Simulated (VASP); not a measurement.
```yaml
crystal:
  lattice:
    - [3.86080, 0.00000, 0.00000]
    - [-3.86080, 3.86080, 0.00000]
    - [0.00000, 0.00000, 16.09500]
  atoms:
    - { symbol: Al, position: [0.00000, 0.00000, 0.62721] }
    - { symbol: Al, position: [0.00000, 0.50000, 0.45760] }
    - { symbol: P, position: [0.50000, 0.50000, 0.54240] }
    - { symbol: P, position: [0.50000, 0.00000, 0.37279] }
```

Level of theory: PBE GGA, VASP's PBE PAW potentials (set 64) (plane waves; VASP). Numerical set-up: 300 eV cut-off, 9×9×1 Γ-centred mesh, Gaussian smearing of 0.050 eV, potentials Al P.

The cell holds a wide vacuum, so values per volume refer to the whole cell.

Question: Give the energies of bands 3 to 11 at the high-symmetry points, in eV from the Fermi level.

Answer: 
| band | Γ | X | S | Y |
|---|---|---|---|---|
| 3 | -5.09 | -5.40 | -5.51 | -5.99 |
| 4 | -2.31 | -4.50 | -5.28 | -5.07 |
| 5 | -2.23 | -1.73 | -3.20 | -2.39 |
| 6 | -1.76 | -1.58 | -2.81 | -1.66 |
| 7 | -0.65 | -1.15 | -1.28 | -1.66 |
| 8 | -0.04 | -0.60 | -1.23 | -0.16 |
| 9 | 0.68 | 0.62 | 0.24 | 1.07 |
| 10 | 1.88 | 0.66 | 0.34 | 2.71 |
| 11 | 2.39 | 3.01 | 3.02 | 3.37 |

It has no gap at this level: it comes out as a metal or semimetal.

The cell is a sheet with vacuum, built from a generated structure.
